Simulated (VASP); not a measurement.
An input for Ansatz (written as the equivalent of a VASP run, and not itself run):

Ansatz 0.2 input:
```yaml
crystal:
  lattice:
    - [0.0000000, 3.2553344, 3.2553344]
    - [3.2553344, 0.0000000, 3.2553344]
    - [3.2553344, 3.2553344, 0.0000000]
  atoms:
    - { symbol: Na, position: [0.2500000, 0.2500000, 0.2500000] }
    - { symbol: Na, position: [0.7500000, 0.7500000, 0.7500000] }
    - { symbol: S, position: [1.0000000, 1.0000000, 0.0000000] }
kpoints:
  mp_grid: { grid: [6, 6, 6] }
hamiltonian:
  xc: r2scan
  pseudopotentials: { kind: paw }
scf:
  occupations: { method: gaussian, width: 0.05 }
  max_iter: 100
output: { forces: true, stress: true, eigenvalues: true }
```

Task: Translate this input to VASP (INCAR, KPOINTS, POSCAR, choice of POTCAR).

Result: Several could match; the one computed here: 
KPOINTS:
```
K-points
0
Gamma
  6 6 6
0 0 0
```

**POSCAR**
```
Na2S
1
    0.0000000000     3.2553343936     3.2553343936
    3.2553343936     0.0000000000     3.2553343936
    3.2553343936     3.2553343936     0.0000000000
Na S
2 1
Direct
  0.2500000000   0.2500000000   0.2500000000
  0.7500000000   0.7500000000   0.7500000000
  1.0000000000   1.0000000000   0.0000000000
```

### INCAR
```
! general
SYSTEM =Na2S
PREC   =Accurate
ENCUT  =520
LREAL  =F
LASPH  =T

! electronic loop
EDIFF  =1E-7
NELM   =100
ALGO   =Normal
LMIXTAU=T

! smearing
ISMEAR =0
SIGMA  =0.05

! functional
METAGGA=R2SCAN

! ions
ISIF   =2

! output
LWAVE  =F
LCHARG =F
```

POTCAR, in this order: Na_pv S (PBE.64 set). Program: vasp_std.

The two are equivalent in intent, not identical: each code has its own PAW files, so the cut-off isn't converted (ENCUT is set for VASP's; basis.ecutwfc is left out, and Ansatz then takes the one that its files recommend); Ansatz stops its SCF on the density residual and VASP on the energy change (EDIFF).

The compound is Na2S in the antifluorite structure. It was relaxed first.
